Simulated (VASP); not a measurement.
# GW on GaAs, part 3 of 4

How does the gap of GaAs change from the starting functional to GW? The cell is of the zinc-blende type, one of the forms listed for this formula. The start is a cell from a database of measured crystal structures.

VASP 6.6.1, plane waves and PAW; the level of theory is named at each step.

So far, quasiparticle gap on the mesh (eV): step 4 (G0W0, bands in the sums 48) 1.65; step 6 (G0W0, bands in the sums 64) 1.64.

## Step 8: G0W0, bands in the sums 88

This step: G0W0 on r2SCAN; plane waves and PAW (As_GW, Ga_d_GW) (VASP 6.6.1).

The sums now run over 88 bands at the same response cutoff.

Input file INCAR:

```
SYSTEM = GaAs
PREC = Accurate
ENCUT = 430
ISMEAR = 0
SIGMA = 0.01
LREAL = .FALSE.
METAGGA = R2SCAN
LASPH = .TRUE.
NBANDS = 88
ALGO = EVGW0
NELMGW = 1
ENCUTGW = 200
NOMEGA = 64
PRECFOCK = Fast
NBANDSGW = 24
LWAVE = .FALSE.
LCHARG = .FALSE.
```

Input file POSCAR:

```
GaAs
1.0
    0.0000000000      2.8268500000      2.8268500000
    2.8268500000      0.0000000000      2.8268500000
    2.8268500000      2.8268500000      0.0000000000
As Ga
1 1
Direct
    0.7500000000      0.7500000000      0.7500000000
    0.0000000000      0.0000000000      0.0000000000
```

Input file KPOINTS:

```
Automatic mesh
0
Gamma
4 4 4
0 0 0
```

PAW data sets: As_GW and Ga_d_GW (PBE family, release 64).

Command:

```sh
mpirun -np 8 vasp_std
```

Output:

```text
[banner, memory and clock lines left out]
running    8 mpi-ranks, on    1 nodes
[...]
[... a notice as in an earlier step ...]

 [... a notice as in an earlier step ...]

 [... a notice as in an earlier step ...]

 LDA part: xc-table for (None), standard interpolation
 found WAVECAR, reading the header
 POSCAR, INCAR and KPOINTS ok, starting setup
[...]
reading WAVECAR
 the WAVECAR file was read successfully
 initial charge from wavefunction
 available memory per node:     56.39 GB, setting MAXMEM to     57739

 The Fermi energy was updated, please check that it is located mid-gap
 values below the HOMO (VB) or above the LUMO (CB) will cause erroneous energies
 E-fermi :   4.1307

 calculate exact exchange contribution
 the WAVEDER file was read successfully
energies w=
    0.000    0.000    0.408    0.000    0.815    0.000    1.219    0.000
    1.622    0.000    2.021    0.000    2.415    0.000    2.805    0.000
    3.191    0.000    3.571    0.000    3.945    0.000    4.315    0.000
[...]
total number of BLAS operations        374.20 Gflops
NQ=   4    0.2500    0.2500    0.0000,
|.........|.........|.........|.........|.........|.........|.........|.........
 performed        819000 updates of chi_q(r,r)
 total number of BLAS operations        552.73 Gflops
NQ=   5    0.5000    0.2500    0.0000,
|.........|.........|.........|.........|.........|.........|.........|.........
 performed       1155000 updates of chi_q(r,r)
 total number of BLAS operations        778.79 Gflops
NQ=   6   -0.2500    0.2500    0.0000,
|.........|.........|.........|.........|.........|.........|.........|.........
 performed       1457000 updates of chi_q(r,r)
 total number of BLAS operations        989.19 Gflops
NQ=   7    0.5000    0.5000    0.0000,
|.........|.........|.........|.........|.........|.........|.........|.........
 performed       1640000 updates of chi_q(r,r)
 total number of BLAS operations       1123.40 Gflops
NQ=   8   -0.2500    0.5000    0.2500,
|.........|.........|.........|.........|.........|.........|.........|.........
 performed       1874000 updates of chi_q(r,r)
 total number of BLAS operations       1270.55 Gflops
 resolving degeneracies of screened two electron integrals

 calculate QP shifts <psi_nk| G(iteration)W_0 |psi_nk>: iteration 1
 entering main loop
```

Wall time 23 s (8 MPI ranks of Intel Xeon 6975P-C (Granite Rapids), shared host); peak memory 2 GiB; 2.9 min of CPU time.

Parts of OUTCAR (step 8):

```text
 QP shifts <psi_nk| G(iteration)W_0 |psi_nk>: iteration 1
 for sc-GW calculations column KS-energies equals QP-energies in previous step
 and V_xc(KS)=  KS-energies - (<T + V_ion + V_H > + <T+V_H+V_ion>^1  + <V_x>^1)
 k-point   1 :       0.0000    0.0000    0.0000
  band No.  KS-energies  QP-energies   sigma(KS)   V_xc(KS)     V^pw_x(r,r')   Z            occupation Imag(sigma)
    ...
      6      -9.5658      -9.4624     -11.7382     -11.9006     -18.1042       0.6368       2.0000       0.8915
      7       3.6395       3.4947     -12.3673     -12.1818     -13.7902       0.7809       2.0000       0.0470
      8       3.6395       3.4947     -12.3673     -12.1818     -13.7902       0.7809       2.0000       0.0470
      9       3.6395       3.4947     -12.3673     -12.1818     -13.7902       0.7809       2.0000       0.0470
     10       4.6219       5.1203     -10.5999     -11.2390      -6.8882       0.7798       0.0000      -0.0625
     11       7.6583       7.8388      -9.6888      -9.9240      -5.5261       0.7675       0.0000      -0.0800
     12       7.6583       7.8388      -9.6888      -9.9240      -5.5261       0.7675       0.0000      -0.0800
     13       7.6583       7.8388      -9.6888      -9.9240      -5.5261       0.7675       0.0000      -0.0800
    ...

[... 1 part as in an earlier step ...]

[... 2 further parts left out ...]
[key lines of the parts left out:]
E-fermi :   4.1307
```

The gap is now 1.626 eV, -11 meV against the GW run before. Spin-orbit coupling is left out.

## Step 9: Empty bands

This step: r2SCAN; plane waves and PAW (As_GW, Ga_d_GW) (VASP 6.6.1).

The empty bands are made again, for the run that follows.

Input file INCAR:

```
SYSTEM = GaAs
PREC = Accurate
ENCUT = 430
ISMEAR = 0
SIGMA = 0.01
LREAL = .FALSE.
METAGGA = R2SCAN
LASPH = .TRUE.
NBANDS = 120
ALGO = Exact
NELM = 1
LWAVE = .TRUE.
LCHARG = .FALSE.
LOPTICS = .TRUE.
NEDOS = 1000
CSHIFT = 0.1
```

POSCAR is that of step 8.

KPOINTS is that of step 8.

Command:

```sh
mpirun -np 8 vasp_std
```

Output:

```text
[banner, memory and clock lines left out]
running    8 mpi-ranks, on    1 nodes
[...]
[... a notice as in an earlier step ...]

 [... a notice as in an earlier step ...]

 LDA part: xc-table for (None), standard interpolation
 found WAVECAR, reading the header
  number of bands has changed, file:    15 present:   120
  trying to continue reading WAVECAR, but it might fail
 POSCAR, INCAR and KPOINTS ok, starting setup
[...]
reading WAVECAR
 random initialization beyond band           15
 the WAVECAR file was read successfully
 initial charge from wavefunction
 entering main loop
       N       E                     dE             d eps       ncg     rms          rms(c)
DIA:   1    -0.269232047458E+02   -0.26923E+02    0.00000E+00     0   0.000E+00
   1 F= -.26923205E+02 E0= -.26923205E+02  d E =-.137866E-13
 writing wavefunctions
 optical routines
 imaginary and real dielectric function
 direction            1
 direction            2
 direction            3
```

It took 7.2 s on 8 MPI ranks; peak memory 1.1 GiB; 52 s of CPU time.

From OUTCAR (step 9):

```text
  Total        0.1655182      0.1655182      0.1655182     -0.0000000     -0.0000000     -0.0000000
  in kB        5.8697299      5.8697299      5.8697299     -0.0000000     -0.0000000     -0.0000000
  external PRESSURE =       5.8697299 kB  Pullay stress =       0.0000000 kB

 POSITION                                       TOTAL-FORCE (eV/Angst)
 -----------------------------------------------------------------------------------
      4.24027      4.24027      4.24027        -0.000000     -0.000000     -0.000000
      0.00000      0.00000      0.00000         0.000000      0.000000      0.000000
 -----------------------------------------------------------------------------------
    total drift:                               -0.000329     -0.000329     -0.000321

  FREE ENERGIE OF THE ION-ELECTRON SYSTEM (eV)
  ---------------------------------------------------
  free  energy   TOTEN  =       -26.9232047458 eV

  energy  without entropy=      -26.9232047458  energy(sigma->0) =      -26.92320475

[... 1 part as in an earlier step ...]

[... 2 further parts left out ...]
[key lines of the parts left out:]
E-fermi :   3.6882
```

WAVECAR now holds 120 bands for 18 electrons.

## Step 10: G0W0, bands in the sums 120

This step: G0W0 on r2SCAN; plane waves and PAW (As_GW, Ga_d_GW) (VASP 6.6.1).

The sums now run over 120 bands at the same response cutoff.

Input file INCAR:

```
SYSTEM = GaAs
PREC = Accurate
ENCUT = 430
ISMEAR = 0
SIGMA = 0.01
LREAL = .FALSE.
METAGGA = R2SCAN
LASPH = .TRUE.
NBANDS = 120
ALGO = EVGW0
NELMGW = 1
ENCUTGW = 200
NOMEGA = 64
PRECFOCK = Fast
NBANDSGW = 24
LWAVE = .FALSE.
LCHARG = .FALSE.
```

POSCAR is that of step 9.

KPOINTS is that of step 9.

Command:

```sh
mpirun -np 8 vasp_std
```

Output:

```text
[banner, memory and clock lines left out]
running    8 mpi-ranks, on    1 nodes
[...]
[... a notice as in an earlier step ...]

 [... a notice as in an earlier step ...]

 [... a notice as in an earlier step ...]

 LDA part: xc-table for (None), standard interpolation
 found WAVECAR, reading the header
 POSCAR, INCAR and KPOINTS ok, starting setup
[...]
reading WAVECAR
 the WAVECAR file was read successfully
 initial charge from wavefunction
 available memory per node:     57.31 GB, setting MAXMEM to     58683

 The Fermi energy was updated, please check that it is located mid-gap
 values below the HOMO (VB) or above the LUMO (CB) will cause erroneous energies
 E-fermi :   4.1307

 calculate exact exchange contribution
 the WAVEDER file was read successfully
energies w=
    0.000    0.000    0.408    0.000    0.814    0.000    1.219    0.000
    1.621    0.000    2.019    0.000    2.414    0.000    2.804    0.000
    3.189    0.000    3.568    0.000    3.943    0.000    4.312    0.000
[...]
total number of BLAS operations        517.57 Gflops
NQ=   4    0.2500    0.2500    0.0000,
|.........|.........|.........|.........|.........|.........|.........|.........
 performed       1132000 updates of chi_q(r,r)
 total number of BLAS operations        763.79 Gflops
NQ=   5    0.5000    0.2500    0.0000,
|.........|.........|.........|.........|.........|.........|.........|.........
 performed       1593000 updates of chi_q(r,r)
 total number of BLAS operations       1074.59 Gflops
NQ=   6   -0.2500    0.2500    0.0000,
|.........|.........|.........|.........|.........|.........|.........|.........
 performed       2008000 updates of chi_q(r,r)
 total number of BLAS operations       1364.12 Gflops
NQ=   7    0.5000    0.5000    0.0000,
|.........|.........|.........|.........|.........|.........|.........|.........
 performed       2262000 updates of chi_q(r,r)
 total number of BLAS operations       1549.88 Gflops
NQ=   8   -0.2500    0.5000    0.2500,
|.........|.........|.........|.........|.........|.........|.........|.........
 performed       2585000 updates of chi_q(r,r)
 total number of BLAS operations       1752.91 Gflops
 resolving degeneracies of screened two electron integrals

 calculate QP shifts <psi_nk| G(iteration)W_0 |psi_nk>: iteration 1
 entering main loop
```

Run time: 26 s. Hardware: 8 MPI ranks; peak memory 2 GiB.

OUTCAR, selected parts (step 10):

```text
 QP shifts <psi_nk| G(iteration)W_0 |psi_nk>: iteration 1
 for sc-GW calculations column KS-energies equals QP-energies in previous step
 and V_xc(KS)=  KS-energies - (<T + V_ion + V_H > + <T+V_H+V_ion>^1  + <V_x>^1)
 k-point   1 :       0.0000    0.0000    0.0000
  band No.  KS-energies  QP-energies   sigma(KS)   V_xc(KS)     V^pw_x(r,r')   Z            occupation Imag(sigma)
    ...
      6      -9.5658      -9.5166     -11.8232     -11.9006     -18.1042       0.6343       2.0000       0.8824
      7       3.6395       3.4123     -12.4729     -12.1818     -13.7902       0.7807       2.0000       0.0466
      8       3.6395       3.4123     -12.4729     -12.1818     -13.7902       0.7807       2.0000       0.0466
      9       3.6395       3.4123     -12.4729     -12.1818     -13.7902       0.7807       2.0000       0.0466
     10       4.6219       5.0281     -10.7179     -11.2390      -6.8882       0.7795       0.0000      -0.0622
     11       7.6583       7.7644      -9.7856      -9.9240      -5.5261       0.7671       0.0000      -0.0799
     12       7.6583       7.7644      -9.7856      -9.9240      -5.5261       0.7671       0.0000      -0.0799
     13       7.6583       7.7644      -9.7856      -9.9240      -5.5261       0.7671       0.0000      -0.0799
    ...

[... 1 part as in an earlier step ...]

[... 2 further parts left out ...]
[key lines of the parts left out:]
E-fermi :   4.1307
```

The gap is now 1.616 eV, -10 meV against the GW run before. Spin-orbit coupling is left out.

## Step 11: Empty bands

This step: r2SCAN; plane waves and PAW (As_GW, Ga_d_GW) (VASP 6.6.1).

The empty bands are made again, for the run that follows.

Input file INCAR:

```
SYSTEM = GaAs
PREC = Accurate
ENCUT = 430
ISMEAR = 0
SIGMA = 0.01
LREAL = .FALSE.
METAGGA = R2SCAN
LASPH = .TRUE.
NBANDS = 152
ALGO = Exact
NELM = 1
LWAVE = .TRUE.
LCHARG = .FALSE.
LOPTICS = .TRUE.
NEDOS = 1000
CSHIFT = 0.1
```

POSCAR is that of step 10.

KPOINTS is that of step 10.

Command:

```sh
mpirun -np 8 vasp_std
```

Output:

```text
[banner, memory and clock lines left out]
running    8 mpi-ranks, on    1 nodes
[...]
[... a notice as in an earlier step ...]

 [... a notice as in an earlier step ...]

 LDA part: xc-table for (None), standard interpolation
 found WAVECAR, reading the header
  number of bands has changed, file:    15 present:   152
  trying to continue reading WAVECAR, but it might fail
 POSCAR, INCAR and KPOINTS ok, starting setup
[...]
reading WAVECAR
 random initialization beyond band           15
 the WAVECAR file was read successfully
 initial charge from wavefunction
 entering main loop
       N       E                     dE             d eps       ncg     rms          rms(c)
[... 1 cycle as in an earlier step ...]
   1 F= -.26923205E+02 E0= -.26923205E+02  d E =-.728783E-46
 writing wavefunctions
 optical routines
 imaginary and real dielectric function
 direction            1
 direction            2
 direction            3
```

Wall time 7.4 s (8 MPI ranks); peak memory 1.1 GiB.

OUTCAR, selected parts (step 11):

```text
[... 5 parts as in an earlier step ...]

[... 2 further parts left out ...]
[key lines of the parts left out:]
E-fermi :   3.7385
```

WAVECAR now holds 152 bands for 18 electrons.

## Step 12: G0W0, bands in the sums 152

This step: G0W0 on r2SCAN; plane waves and PAW (As_GW, Ga_d_GW) (VASP 6.6.1).

The sums now run over 152 bands at the same response cutoff.

Input file INCAR:

```
SYSTEM = GaAs
PREC = Accurate
ENCUT = 430
ISMEAR = 0
SIGMA = 0.01
LREAL = .FALSE.
METAGGA = R2SCAN
LASPH = .TRUE.
NBANDS = 152
ALGO = EVGW0
NELMGW = 1
ENCUTGW = 200
NOMEGA = 64
PRECFOCK = Fast
NBANDSGW = 24
LWAVE = .FALSE.
LCHARG = .FALSE.
```

POSCAR is that of step 11.

KPOINTS is that of step 11.

Command:

```sh
mpirun -np 8 vasp_std
```

Output:

```text
[banner, memory and clock lines left out]
running    8 mpi-ranks, on    1 nodes
[...]
[... a notice as in an earlier step ...]

 [... a notice as in an earlier step ...]

 [... a notice as in an earlier step ...]

 LDA part: xc-table for (None), standard interpolation
 found WAVECAR, reading the header
 POSCAR, INCAR and KPOINTS ok, starting setup
[...]
reading WAVECAR
 the WAVECAR file was read successfully
 initial charge from wavefunction
 available memory per node:     58.62 GB, setting MAXMEM to     60028

 The Fermi energy was updated, please check that it is located mid-gap
 values below the HOMO (VB) or above the LUMO (CB) will cause erroneous energies
 E-fermi :   4.1307

 calculate exact exchange contribution
 the WAVEDER file was read successfully
energies w=
    0.000    0.000    0.408    0.000    0.814    0.000    1.219    0.000
    1.621    0.000    2.020    0.000    2.415    0.000    2.805    0.000
    3.190    0.000    3.570    0.000    3.945    0.000    4.314    0.000
[...]
total number of BLAS operations        660.93 Gflops
NQ=   4    0.2500    0.2500    0.0000,
|.........|.........|.........|.........|.........|.........|.........|.........
 performed       1446000 updates of chi_q(r,r)
 total number of BLAS operations        974.84 Gflops
NQ=   5    0.5000    0.2500    0.0000,
|.........|.........|.........|.........|.........|.........|.........|.........
 performed       2033000 updates of chi_q(r,r)
 total number of BLAS operations       1370.38 Gflops
NQ=   6   -0.2500    0.2500    0.0000,
|.........|.........|.........|.........|.........|.........|.........|.........
 performed       2562000 updates of chi_q(r,r)
 total number of BLAS operations       1739.04 Gflops
NQ=   7    0.5000    0.5000    0.0000,
|.........|.........|.........|.........|.........|.........|.........|.........
 performed       2887000 updates of chi_q(r,r)
 total number of BLAS operations       1976.35 Gflops
NQ=   8   -0.2500    0.5000    0.2500,
|.........|.........|.........|.........|.........|.........|.........|.........
 performed       3299000 updates of chi_q(r,r)
 total number of BLAS operations       2235.26 Gflops
 resolving degeneracies of screened two electron integrals

 calculate QP shifts <psi_nk| G(iteration)W_0 |psi_nk>: iteration 1
 entering main loop
```

Wall time 29 s (8 MPI ranks); peak memory 2.1 GiB.

OUTCAR, selected parts (step 12):

```text
 QP shifts <psi_nk| G(iteration)W_0 |psi_nk>: iteration 1
 for sc-GW calculations column KS-energies equals QP-energies in previous step
 and V_xc(KS)=  KS-energies - (<T + V_ion + V_H > + <T+V_H+V_ion>^1  + <V_x>^1)
 k-point   1 :       0.0000    0.0000    0.0000
  band No.  KS-energies  QP-energies   sigma(KS)   V_xc(KS)     V^pw_x(r,r')   Z            occupation Imag(sigma)
    ...
      6      -9.5658      -9.5496     -11.8753     -11.9006     -18.1042       0.6371       2.0000       0.8788
      7       3.6395       3.3628     -12.5365     -12.1818     -13.7902       0.7803       2.0000       0.0533
      8       3.6395       3.3628     -12.5365     -12.1818     -13.7902       0.7803       2.0000       0.0533
      9       3.6395       3.3628     -12.5365     -12.1818     -13.7902       0.7803       2.0000       0.0533
     10       4.6219       4.9758     -10.7848     -11.2390      -6.8882       0.7792       0.0000      -0.0556
     11       7.6583       7.7215      -9.8415      -9.9240      -5.5261       0.7671       0.0000      -0.0752
     12       7.6583       7.7215      -9.8415      -9.9240      -5.5261       0.7671       0.0000      -0.0752
     13       7.6583       7.7215      -9.8415      -9.9240      -5.5261       0.7671       0.0000      -0.0752
    ...

[... 1 part as in an earlier step ...]

[... 2 further parts left out ...]
[key lines of the parts left out:]
E-fermi :   4.1307
```

The gap is now 1.613 eV, -3 meV against the GW run before. Spin-orbit coupling is left out.

## Step 13: Empty bands

This step: r2SCAN; plane waves and PAW (As_GW, Ga_d_GW) (VASP 6.6.1).

The empty bands are made again, for the run that follows.

Input file INCAR:

```
SYSTEM = GaAs
PREC = Accurate
ENCUT = 430
ISMEAR = 0
SIGMA = 0.01
LREAL = .FALSE.
METAGGA = R2SCAN
LASPH = .TRUE.
NBANDS = 192
ALGO = Exact
NELM = 1
LWAVE = .TRUE.
LCHARG = .FALSE.
LOPTICS = .TRUE.
NEDOS = 1000
CSHIFT = 0.1
```

POSCAR is that of step 12.

KPOINTS is that of step 12.

Command:

```sh
mpirun -np 8 vasp_std
```

Output:

```text
[banner, memory and clock lines left out]
running    8 mpi-ranks, on    1 nodes
[...]
[... a notice as in an earlier step ...]

 [... a notice as in an earlier step ...]

 LDA part: xc-table for (None), standard interpolation
 found WAVECAR, reading the header
  number of bands has changed, file:    15 present:   192
  trying to continue reading WAVECAR, but it might fail
 POSCAR, INCAR and KPOINTS ok, starting setup
[...]
reading WAVECAR
 random initialization beyond band           15
 the WAVECAR file was read successfully
 initial charge from wavefunction
 entering main loop
       N       E                     dE             d eps       ncg     rms          rms(c)
[... 1 cycle as in an earlier step ...]
   1 F= -.26923205E+02 E0= -.26923205E+02  d E =-.620863E-24
 writing wavefunctions
 optical routines
 imaginary and real dielectric function
 direction            1
 direction            2
 direction            3
```

Elapsed: 8 s, on 8 MPI ranks; peak memory 1.1 GiB.

Parts of OUTCAR (step 13):

```text
  Total        0.1655182      0.1655182      0.1655182      0.0000000      0.0000000      0.0000000
  in kB        5.8697297      5.8697297      5.8697297      0.0000000      0.0000000      0.0000000
  external PRESSURE =       5.8697297 kB  Pullay stress =       0.0000000 kB

 POSITION                                       TOTAL-FORCE (eV/Angst)
 -----------------------------------------------------------------------------------
      4.24027      4.24027      4.24027        -0.000000      0.000000      0.000000
      0.00000      0.00000      0.00000         0.000000     -0.000000     -0.000000
 -----------------------------------------------------------------------------------
    total drift:                               -0.000329     -0.000329     -0.000321

[... 3 parts as in an earlier step ...]

[... 2 further parts left out ...]
[key lines of the parts left out:]
E-fermi :   3.7085
```

WAVECAR now holds 192 bands for 18 electrons.

(Part 3 of 4 ends here.)

[Lines on the potential files, build, host, timing and source positions are cut from VASP's logs without a mark.]

[Logs are printed without paths, hosts, clocks, repeated set-up lines and the standing remarks that a program may print on its own settings, such as how far it seeks lower states.]

[Hosts, paths, dates, database ids (printed as entryN), source tags and the programs' standing remarks are cut or masked in the printed files.]

[Pressures printed for these runs are not shown converged in the cutoff: they can be off by several GPa and have the wrong sign.]
